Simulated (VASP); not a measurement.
```yaml
crystal:
  lattice:
    - [0.00000, 2.28285, 2.28285]
    - [2.28285, 0.00000, 2.28285]
    - [2.28285, 2.28285, 0.00000]
  atoms:
    - { symbol: Li, position: [0.25000, 0.25000, 0.25000] }
    - { symbol: Li, position: [0.75000, 0.75000, 0.75000] }
    - { symbol: O, position: [0.00000, 0.00000, 0.00000] }
```

Method: SCAN meta-GGA, VASP's PBE PAW potentials (set 64) (plane waves; VASP). Numerical set-up: 520 eV cut-off, 11×11×11 Γ-centred mesh, tetrahedra with Blöchl corrections, potentials Li_sv O.

Task: Give the energies of bands 4 to 7 at the high-symmetry points, in eV from the valence-band maximum.

Result: 
```csv
band,Γ,X,U,L,W
4,0.00,-1.59,-2.06,-2.81,-1.87
5,0.00,-1.44,-1.52,-0.46,-1.51
6,0.00,-1.44,-1.13,-0.46,-1.51
7,6.32,5.69,7.34,10.25,7.96
```

The gap is indirect, 5.69 eV, from the valence maximum at Γ to the conduction minimum at X.

Measured: gap 8.00 eV (computed value off by -2.31 eV), as given by Das et al., (2018), arXiv:1807.05623.

The compound is Li2O in the antifluorite structure. It was relaxed first.
